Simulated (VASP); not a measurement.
# Band gap of GaN at several levels of theory

Aim: the gap of GaN on one structure at many levels of theory. The starting structure is a measured crystal structure from the Crystallography Open Database. The atoms were first relaxed with LDA in that cell, in a run that isn't shown, and the relaxed structure is the one below. Meshes and data sets differ where the inputs say so.

Method: Kohn-Sham DFT with plane waves and PAW; 9 levels of theory, named at each step, in VASP 6.6.1.

### 1. The starting structure

It takes space group P6_3mc (No. 186, hexagonal). Conventional cell: a = 3.197 Å, b = 3.197 Å, c = 5.207 Å, α = 90.00°, β = 90.00°, γ = 120.00°. Nearest to Ga lie 4 N at 1.95 to 1.96 Å. N has 4 Ga at 1.95 to 1.96 Å nearest. Farther neighbours and most contacts between anions are not listed.

### 2. Bands with LDA

LDA, the lowest rung, knows the local density alone.

Input file INCAR:

```
SYSTEM = GaN
PREC = Accurate
ENCUT = 460
EDIFF = 1E-06
NELM = 100
ISMEAR = 0
SIGMA = 0.03
LREAL = .FALSE.
ALGO = Normal
GGA = CA
NBANDS = 32
LORBIT = 11
LWAVE = .FALSE.
LCHARG = .FALSE.
KPAR = 8
LASPH = .TRUE.
```

Input file POSCAR:

```
GaN
1.0
    3.1972000000      0.0000000000      0.0000000000
   -1.5986000000      2.7688564210      0.0000000000
    0.0000000000      0.0000000000      5.2070000000
Ga N
2 2
Direct
    0.3333333333      0.6666666667      0.0916875968
    0.6666666667      0.3333333333      0.5916875968
    0.3333333333      0.6666666667      0.4683124032
    0.6666666667      0.3333333333      0.9683124032
```

Input file KPOINTS:

```
Automatic mesh
0
Gamma
8 8 4
0 0 0
```

Input file KPOINTS_OPT:

```
Line mode
10
Line-mode
Reciprocal
  0.00000000   0.00000000   0.00000000 GAMMA
  0.50000000   0.00000000   0.00000000 M

  0.50000000   0.00000000   0.00000000 M
  0.33333333   0.33333333   0.00000000 K

  0.33333333   0.33333333   0.00000000 K
  0.00000000   0.00000000   0.00000000 GAMMA

  0.00000000   0.00000000   0.00000000 GAMMA
  0.00000000   0.00000000   0.50000000 A

  0.00000000   0.00000000   0.50000000 A
  0.50000000   0.00000000   0.50000000 L

  0.50000000   0.00000000   0.50000000 L
  0.33333333   0.33333333   0.50000000 H

  0.33333333   0.33333333   0.50000000 H
  0.00000000   0.00000000   0.50000000 A

  0.50000000   0.00000000   0.50000000 L
  0.50000000   0.00000000   0.00000000 M

  0.33333333   0.33333333   0.00000000 K
  0.33333333   0.33333333   0.50000000 H
```

PAW data sets: Ga_d and N (LDA family, release 64).

Launch:

```sh
$ mpirun -np 8 vasp_std
```

Log:

```text
[banner, memory and clock lines left out]
running    8 mpi-ranks, on    1 nodes
 distrk:  each k-point on    1 cores,    8 groups
 distr:  one band on    1 cores,    1 groups

 POSCAR found type information on POSCAR GaN
 POSCAR found :  2 types and       4 ions
|                                                                             |
|           W    W    AA    RRRRR   N    N  II  N    N   GGGG   !!!           |
|           W    W   A  A   R    R  NN   N  II  NN   N  G    G  !!!           |
|           W    W  A    A  R    R  N N  N  II  N N  N  G       !!!           |
|           W WW W  AAAAAA  RRRRR   N  N N  II  N  N N  G  GGG   !            |
|           WW  WW  A    A  R   R   N   NN  II  N   NN  G    G                |
|           W    W  A    A  R    R  N    N  II  N    N   GGGG   !!!           |
|                                                                             |
|     For optimal performance we recommend to set                             |
|       NCORE = 2 up to number-of-cores-per-socket                            |
|     NCORE specifies how many cores store one orbital (NPAR=cpu/NCORE).      |
|     This setting can greatly improve the performance of VASP for DFT.       |
|     The default, NCORE=1 might be grossly inefficient on modern             |
|     multi-core architectures or massively parallel machines. Do your        |
|     Unfortunately you need to use the default for GW and RPA                |
|     calculations (for HF NCORE is supported but not extensively tested      |
|     yet).                                                                   |
|                                                                             |

 LDA part: xc-table for (Slater(with rela. corr.)+CA(PZ))
 , standard interpolation
 POSCAR, INCAR and KPOINTS ok, starting setup
 FFT: planning ... GRIDC
 FFT: planning ... GRID_SOFT
 FFT: planning ... GRID
 WAVECAR not read
 entering main loop
       N       E                     dE             d eps       ncg     rms          rms(c)
DAV:   1     0.281565581933E+03    0.28157E+03   -0.14976E+04  2384   0.191E+03
DAV:   2     0.701330616870E+01   -0.27455E+03   -0.25130E+03  1944   0.468E+02
DAV:   3    -0.307999194800E+02   -0.37813E+02   -0.37242E+02  2280   0.121E+02
DAV:   4    -0.318630044554E+02   -0.10631E+01   -0.10621E+01  2192   0.227E+01
DAV:   5    -0.318785702994E+02   -0.15566E-01   -0.15565E-01  2328   0.278E+00    0.106E+01
DAV:   6    -0.279414223255E+02    0.39371E+01   -0.69389E+00  3192   0.398E+01    0.332E+00
DAV:   7    -0.279376654165E+02    0.37569E-02   -0.94574E-01  2080   0.685E+00    0.254E+00
DAV:   8    -0.279000895027E+02    0.37576E-01   -0.21839E-01  2800   0.335E+00    0.157E+00
DAV:   9    -0.278774565221E+02    0.22633E-01   -0.39752E-02  2880   0.254E+00    0.478E-01
DAV:  10    -0.278781284989E+02   -0.67198E-03   -0.53696E-03  2392   0.503E-01    0.238E-01
DAV:  11    -0.278778006648E+02    0.32783E-03   -0.11446E-03  3088   0.583E-01    0.111E-01
DAV:  12    -0.278778110393E+02   -0.10375E-04   -0.17112E-04  2136   0.687E-02    0.108E-01
DAV:  13    -0.278778187601E+02   -0.77208E-05   -0.23246E-06  2200   0.109E-02    0.131E-01
DAV:  14    -0.278778050677E+02    0.13692E-04   -0.10027E-04  2336   0.584E-02    0.511E-02
DAV:  15    -0.278778007448E+02    0.43229E-05   -0.59992E-06  2136   0.162E-02    0.336E-02
DAV:  16    -0.278777993575E+02    0.13873E-05   -0.13661E-06  1560   0.654E-03    0.224E-02
DAV:  17    -0.278777984710E+02    0.88652E-06   -0.14777E-06  1600   0.721E-03
   1 F= -.27877798E+02 E0= -.27877798E+02  d E =-.535262E-25
 Start KPOINTS_OPT (optional k-point list driver)
k-point batch [1-30\90]
       N       E                     dE             ncg
DAV:   1     0.374582873895E+04   -0.24809E+05     2384
DAV:   2    -0.426544517805E+04   -0.80113E+04     1984
DAV:   3    -0.537035583919E+04   -0.11049E+04     2224
DAV:   4    -0.540196849171E+04   -0.31613E+02     2200
DAV:   5    -0.540239213728E+04   -0.42365E+00     2280
DAV:   6    -0.540240985902E+04   -0.17722E-01     2688
DAV:   7    -0.540241026473E+04   -0.40571E-03     2440
DAV:   8    -0.540241026725E+04   -0.25180E-05     1776
DAV:   9    -0.540241026746E+04   -0.20696E-06     1528
[...]
k-point batch [61-90\90]
       N       E                     dE             ncg
DAV:   1     0.382356969724E+04   -0.33849E+05     2360
DAV:   2    -0.429924404646E+04   -0.81228E+04     1952
DAV:   3    -0.545081951812E+04   -0.11516E+04     2240
DAV:   4    -0.548505259818E+04   -0.34233E+02     2280
DAV:   5    -0.548550367687E+04   -0.45108E+00     2216
DAV:   6    -0.548552175183E+04   -0.18075E-01     2752
DAV:   7    -0.548552227689E+04   -0.52506E-03     2424
DAV:   8    -0.548552227965E+04   -0.27642E-05     1976
DAV:   9    -0.548552227985E+04   -0.19303E-06     1440
```

Wall time 9.4 s (8 MPI ranks of Intel Xeon Platinum 8488C (Sapphire Rapids), shared host); peak memory 1.4 GiB.

The logs omit lines about the potential files and the build; timing stands in the text.

From OUTCAR (step 2):

```text
ion  position               nearest neighbor table
   1  0.333  0.667  0.092-   4 1.95   4 1.95   4 1.95   3 1.96
   2  0.667  0.333  0.592-   3 1.95   3 1.95   3 1.95   4 1.96
   3  0.333  0.667  0.468-   2 1.95   2 1.95   2 1.95   1 1.96
   4  0.667  0.333  0.968-   1 1.95   1 1.95   1 1.95   2 1.96

  LATTYP: Found a hexagonal cell.
 ALAT       =     3.1972000000
 C/A-ratio  =     1.6286125360

 Subroutine GETGRP returns: Found 12 space group operations
 (whereof  6 operations were pure point group operations)

The static configuration has the point symmetry C_3v.
 The point group associated with its full space group is C_6v.

 Found     30 irreducible k-points:

   k-points           NKPTS =     30   k-points in BZ     NKDIM =     30   number of bands    NBANDS=     32

   dimension x,y,z NGX =    24 NGY =   24 NGZ =   36
   dimension x,y,z NGXF=    48 NGYF=   48 NGZF=   72

   ENCUT  =  460.0 eV  33.81 Ry    5.81 a.u.   5.59  5.59  9.11*2*pi/ulx,y,z

   NELECT =      36.0000    total number of electrons

 k-points in reciprocal lattice and weights: Automatic mesh
   0.00000000  0.00000000  0.00000000       0.004
   0.12500000  0.00000000  0.00000000       0.023
   0.25000000  0.00000000  0.00000000       0.023
   0.37500000  0.00000000  0.00000000       0.023
   0.50000000  0.00000000  0.00000000       0.012
   0.12500000  0.12500000  0.00000000       0.023
   0.25000000  0.12500000  0.00000000       0.047
   0.37500000  0.12500000  0.00000000       0.047
   0.25000000  0.25000000  0.00000000       0.023
[...]
0.25000000  0.25000000  0.50000000       0.023
   0.37500000  0.25000000  0.50000000       0.023

 average (electrostatic) potential at core
       1 -64.8222       2 -64.8222       3 -62.0699       4 -62.0699

 E-fermi :   5.1806

 k-point     1 :       0.0000    0.0000    0.0000
  band No.  band energies     occupation
    ...
     14       3.9380      2.00000
     15       3.9380      2.00000
     16       4.9292      2.00000
     17       4.9700      2.00000
     18       4.9700      2.00000
     19       6.8371      0.00000
     20       9.0690      0.00000
     21      13.9609      0.00000
     22      14.6266      0.00000
     23      14.6266      0.00000
    ...

 k-point     2 :       0.1250    0.0000    0.0000
  band No.  band energies     occupation
    ...
     14       2.8729      2.00000
     15       3.6275      2.00000
     16       3.8152      2.00000
     17       4.7731      2.00000
     18       4.8310      2.00000
     19       7.8676      0.00000
     20       9.9244      0.00000
     21      13.3931      0.00000
     22      13.8939      0.00000
     23      14.9988      0.00000
    ...

 k-point     3 :       0.2500    0.0000    0.0000
  band No.  band energies     occupation
    ...
     14       0.9690      2.00000
     15       2.1049      2.00000
     16       2.9889      2.00000
     17       4.2577      2.00000
     18       4.4735      2.00000
     19       9.1572      0.00000
     20      10.7162      0.00000
     21      12.1615      0.00000
     22      13.3005      0.00000
     23      14.8985      0.00000
    ...

  Total       -2.1710300     -2.1710300     -2.0904178      0.0000000      0.0000000     -0.0000000
  in kB      -75.4603100    -75.4603100    -72.6584050      0.0000000      0.0000000     -0.0000000
  external PRESSURE =     -74.5263417 kB  Pullay stress =       0.0000000 kB

  energy-cutoff  :      460.00
  volume of cell :       46.10
      direct lattice vectors                 reciprocal lattice vectors
     3.197200000  0.000000000  0.000000000     0.312773677  0.180579967  0.000000000
    -1.598600000  2.768856421  0.000000000     0.000000000  0.361159933  0.000000000
     0.000000000  0.000000000  5.207000000     0.000000000  0.000000000  0.192049165

 POSITION                                       TOTAL-FORCE (eV/Angst)
 -----------------------------------------------------------------------------------
     -0.00000      1.84590      0.47742        -0.000000      0.000000     -0.003020
      1.59860      0.92295      3.08092         0.000000      0.000000     -0.003020
     -0.00000      1.84590      2.43850         0.000000     -0.000000      0.003020
      1.59860      0.92295      5.04200        -0.000000      0.000000      0.003020
 -----------------------------------------------------------------------------------
    total drift:                               -0.000000      0.000000      0.001222

  FREE ENERGIE OF THE ION-ELECTRON SYSTEM (eV)
  ---------------------------------------------------
  free  energy   TOTEN  =       -27.8777984710 eV

  energy  without entropy=      -27.8777984710  energy(sigma->0) =      -27.87779847

 total charge
# of ion       s       p       d       tot
------------------------------------------
    1        0.795   0.898  10.172  11.865
    2        0.795   0.898  10.172  11.865
    3        1.214   2.478   0.000   3.692
    4        1.214   2.478   0.000   3.692
--------------------------------------------------
tot          4.018   6.751  20.345  31.114

[... 3 further parts left out ...]
```

Spin-orbit coupling is off here; it would split degenerate levels. At this level the cell is under a tension of 7.5 GPa, so at these settings it is away from equilibrium.

LDA gives a direct gap of 1.867 eV.

### 3. Bands with PBE

PBE, the usual starting point, adds the gradient of the density.

INCAR, as its differences from that of step 2:

```diff
@@ -9,3 +9,3 @@
 ALGO = Normal
-GGA = CA
+GGA = PE
 NBANDS = 32
```

POSCAR is that of step 2.

KPOINTS is that of step 2.

KPOINTS_OPT is that of step 2.

The projector-augmented-wave data sets are Ga_d and N (PBE family, release 64).

Launch:

```sh
$ mpirun -np 8 vasp_std
```

Log:

```text
[banner, memory and clock lines left out]
running    8 mpi-ranks, on    1 nodes
[...]
[... a notice as in an earlier step ...]

 LDA part: xc-table for (Slater+PW92), standard interpolation
 POSCAR, INCAR and KPOINTS ok, starting setup
[...]
entering main loop
       N       E                     dE             d eps       ncg     rms          rms(c)
DAV:   1     0.285523977448E+03    0.28552E+03   -0.14949E+04  2376   0.192E+03
DAV:   2     0.107716018791E+02   -0.27475E+03   -0.25130E+03  1960   0.469E+02
DAV:   3    -0.271609984067E+02   -0.37933E+02   -0.37343E+02  2256   0.122E+02
DAV:   4    -0.282875318479E+02   -0.11265E+01   -0.11253E+01  2192   0.238E+01
[...]
DAV:  12    -0.243211760863E+02   -0.59785E-05   -0.71502E-05  2608   0.638E-02    0.379E-02
DAV:  13    -0.243211710453E+02    0.50410E-05   -0.11026E-05  2392   0.238E-02    0.101E-02
DAV:  14    -0.243211710331E+02    0.12195E-07   -0.19141E-06  1976   0.712E-03
   1 F= -.24321171E+02 E0= -.24321171E+02  d E =-.421741E-22
 Start KPOINTS_OPT (optional k-point list driver)
k-point batch [1-30\90]
       N       E                     dE             ncg
DAV:   1     0.403743958010E+04   -0.24517E+05     2392
DAV:   2    -0.394493211787E+04   -0.79824E+04     1992
DAV:   3    -0.504127934912E+04   -0.10963E+04     2240
DAV:   4    -0.507370969005E+04   -0.32430E+02     2200
DAV:   5    -0.507420258071E+04   -0.49289E+00     2336
DAV:   6    -0.507422310094E+04   -0.20520E-01     2648
DAV:   7    -0.507422350033E+04   -0.39940E-03     2520
DAV:   8    -0.507422350606E+04   -0.57215E-05     1712
DAV:   9    -0.507422350629E+04   -0.23575E-06     1576
[...]
k-point batch [61-90\90]
       N       E                     dE             ncg
DAV:   1     0.412898118209E+04   -0.33544E+05     2360
DAV:   2    -0.397551655294E+04   -0.81045E+04     1936
DAV:   3    -0.512143737681E+04   -0.11459E+04     2264
DAV:   4    -0.515638541672E+04   -0.34948E+02     2240
DAV:   5    -0.515689576590E+04   -0.51035E+00     2240
DAV:   6    -0.515691663695E+04   -0.20871E-01     2760
DAV:   7    -0.515691710202E+04   -0.46507E-03     2392
DAV:   8    -0.515691710623E+04   -0.42046E-05     1992
DAV:   9    -0.515691710644E+04   -0.21375E-06     1456
```

It took 10 s on 8 MPI ranks; peak memory 1.5 GiB.

From OUTCAR (step 3):

```text
  Total        0.8826772      0.8826772      0.9325531      0.0000000      0.0000000      0.0000000
  in kB       30.6799517     30.6799517     32.4135300      0.0000000      0.0000000      0.0000000
  external PRESSURE =      31.2578111 kB  Pullay stress =       0.0000000 kB

 POSITION                                       TOTAL-FORCE (eV/Angst)
 -----------------------------------------------------------------------------------
     -0.00000      1.84590      0.47742         0.000000     -0.000000     -0.004823
      1.59860      0.92295      3.08092        -0.000000      0.000000     -0.004823
     -0.00000      1.84590      2.43850        -0.000000      0.000000      0.004823
      1.59860      0.92295      5.04200         0.000000      0.000000      0.004823
 -----------------------------------------------------------------------------------
    total drift:                               -0.000000     -0.000000     -0.000464

  FREE ENERGIE OF THE ION-ELECTRON SYSTEM (eV)
  ---------------------------------------------------
  free  energy   TOTEN  =       -24.3211710331 eV

  energy  without entropy=      -24.3211710331  energy(sigma->0) =      -24.32117103

[... 2 parts as in an earlier step ...]

[... 1 further part left out ...]
[key lines of the parts left out:]
E-fermi :   5.4190
```

PBE gives a direct gap of 1.851 eV. The least gap is -0.016 eV from that of LDA.

### 4. Bands with r2SCAN

r2SCAN adds the kinetic-energy density, costs more than a GGA and is run with LASPH.

INCAR, as its differences from that of step 3:

```diff
@@ -9,3 +9,4 @@
 ALGO = Normal
-GGA = PE
+METAGGA = R2SCAN
+LASPH = .TRUE.
 NBANDS = 32
@@ -15,2 +16 @@
 KPAR = 8
-LASPH = .TRUE.
```

POSCAR is that of step 3.

KPOINTS is that of step 3.

KPOINTS_OPT is that of step 3.

Launch:

```sh
$ mpirun -np 8 vasp_std
```

Log:

```text
[banner, memory and clock lines left out]
running    8 mpi-ranks, on    1 nodes
[...]
[... a notice as in an earlier step ...]

|                                                                             |
|               ----> ADVICE to this user running VASP <----                  |
|                                                                             |
|     You enforced a specific xc type in the INCAR file but a different       |
|     [... a line on the potential file left out ...]
|     I HOPE YOU KNOW WHAT YOU ARE DOING!                                     |
|                                                                             |

 LDA part: xc-table for (None), standard interpolation
 POSCAR, INCAR and KPOINTS ok, starting setup
[...]
entering main loop
       N       E                     dE             d eps       ncg     rms          rms(c)
DAV:   1     0.267481024111E+03    0.26748E+03   -0.15336E+04  2376   0.197E+03
DAV:   2    -0.135545651203E+02   -0.28104E+03   -0.25740E+03  1952   0.482E+02
[...]
1 F= -.43816223E+02 E0= -.43816223E+02  d E =-.636059E-19
 Start KPOINTS_OPT (optional k-point list driver)
k-point batch [1-30\90]
       N       E                     dE             ncg
DAV:   1     0.372632409865E+04   -0.24828E+05     2384
DAV:   2    -0.454826813207E+04   -0.82746E+04     1960
DAV:   3    -0.566873777885E+04   -0.11205E+04     2232
DAV:   4    -0.570149069325E+04   -0.32753E+02     2168
DAV:   5    -0.570198339434E+04   -0.49270E+00     2360
DAV:   6    -0.570200389071E+04   -0.20496E-01     2624
DAV:   7    -0.570200436772E+04   -0.47700E-03     2496
DAV:   8    -0.570200437673E+04   -0.90111E-05     1792
DAV:   9    -0.570200437712E+04   -0.39132E-06     1600
[...]
k-point batch [61-90\90]
       N       E                     dE             ncg
DAV:   1     0.378595145091E+04   -0.33887E+05     2360
DAV:   2    -0.458933204180E+04   -0.83753E+04     1944
DAV:   3    -0.575211247133E+04   -0.11628E+04     2256
DAV:   4    -0.578740284879E+04   -0.35290E+02     2272
DAV:   5    -0.578791203150E+04   -0.50918E+00     2248
DAV:   6    -0.578793170863E+04   -0.19677E-01     2744
DAV:   7    -0.578793216539E+04   -0.45676E-03     2392
DAV:   8    -0.578793217338E+04   -0.79947E-05     1904
DAV:   9    -0.578793217386E+04   -0.47765E-06     1456
```

Run time: 28 s. Hardware: 8 MPI ranks; peak memory 1.6 GiB; 3.3 min of CPU time.

Parts of OUTCAR (step 4):

```text
  Total       -0.6649919     -0.6649919     -0.6568721      0.0000000      0.0000000      0.0000000
  in kB      -23.1136828    -23.1136828    -22.8314546      0.0000000      0.0000000      0.0000000
  external PRESSURE =     -23.0196067 kB  Pullay stress =       0.0000000 kB

 POSITION                                       TOTAL-FORCE (eV/Angst)
 -----------------------------------------------------------------------------------
     -0.00000      1.84590      0.47742         0.000000      0.000000     -0.004534
      1.59860      0.92295      3.08092        -0.000000      0.000000     -0.004534
     -0.00000      1.84590      2.43850         0.000000      0.000000      0.004534
      1.59860      0.92295      5.04200         0.000000     -0.000000      0.004534
 -----------------------------------------------------------------------------------
    total drift:                                0.000002      0.000004      0.024457

  FREE ENERGIE OF THE ION-ELECTRON SYSTEM (eV)
  ---------------------------------------------------
  free  energy   TOTEN  =       -43.8162226977 eV

  energy  without entropy=      -43.8162226977  energy(sigma->0) =      -43.81622270

[... 2 parts as in an earlier step ...]

[... 1 further part left out ...]
[key lines of the parts left out:]
E-fermi :   5.1366
```

r2SCAN gives a direct gap of 2.249 eV. The least gap is +0.382 eV from that of LDA.

[end of part 1 of 3]

[Lines on the potential files, build, host, timing and source positions are cut from VASP's logs without a mark.]

[Logs are printed without paths, hosts, clocks, repeated set-up lines and the standing remarks that a program may print on its own settings, such as how far it seeks lower states.]

[Hosts, paths, dates, database ids (printed as entryN), source tags and the programs' standing remarks are cut or masked in the printed files.]
